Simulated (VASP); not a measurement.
Level of theory: TPSS meta-GGA, VASP's PBE PAW potentials (set 64) (plane waves; VASP 6.6.1).

Input for VASP

INCAR:
```
SYSTEM = Re
PREC = Accurate
ENCUT = 520
EDIFF = 1E-7
NELM = 100
ALGO = Normal
LREAL = .FALSE.
LASPH = .TRUE.
ISMEAR = 1
SIGMA = 0.1
METAGGA = TPSS
LMIXTAU = .TRUE.
LMAXMIX = 6
LWAVE = .FALSE.
LCHARG = .FALSE.
ISIF = 4
IBRION = 2
NSW = 30
EDIFFG = -0.01
```

### POSCAR
```
Re
1
    1.3513124404    -2.3405416917     0.0000000000
    1.3513124404     2.3405416917     0.0000000000
    0.0000000000     0.0000000000     4.3741144934
Re
2
Direct
  0.3333330000   0.6666670000   0.2500000000
  0.6666670000   0.3333330000   0.7500000000
```

File KPOINTS:
```
Automatic mesh
0
gamma
  15 15 8
0 0 0
```

POTCAR, in this order: Re (PBE.64 set). Program: vasp_std.

Unless said otherwise, spin-orbit coupling is left out, though it shifts the bands of the heavy elements here.

Task: Predict the energy per atom (σ→0), band gap (on the k-mesh).

Result: 
energy per atom (σ→0): -13.578 eV/atom
band gap (on the k-mesh): none (metal, semimetal or under 0.01 eV)

OSZICAR:
```
...
DAV:   2    -0.271557100993E+02    0.16133E-03   -0.21293E-04  5445   0.210E-01    0.362E-02
DAV:   3    -0.271556722917E+02    0.37808E-04   -0.91615E-05  5268   0.111E-01    0.472E-03
DAV:   4    -0.271556749953E+02   -0.27036E-05   -0.58109E-06  5537   0.394E-02    0.366E-03
DAV:   5    -0.271556772035E+02   -0.22082E-05   -0.60295E-08  2337   0.135E-02    0.193E-03
DAV:   6    -0.271556773741E+02   -0.17060E-06   -0.49038E-07  3326   0.159E-02    0.103E-03
DAV:   7    -0.271556779252E+02   -0.55110E-06   -0.46071E-08  1896   0.915E-03    0.810E-04
DAV:   8    -0.271556778917E+02    0.33423E-07   -0.33116E-08  1878   0.566E-03
   3 F= -.27155678E+02 E0= -.27155688E+02  d E =-.745654E-04
```

The compound is Re in the hcp structure. This cell is one point of a volume scan, at 0.94 of the reference volume. Symmetry was kept, so distortions that lower it aren't found.
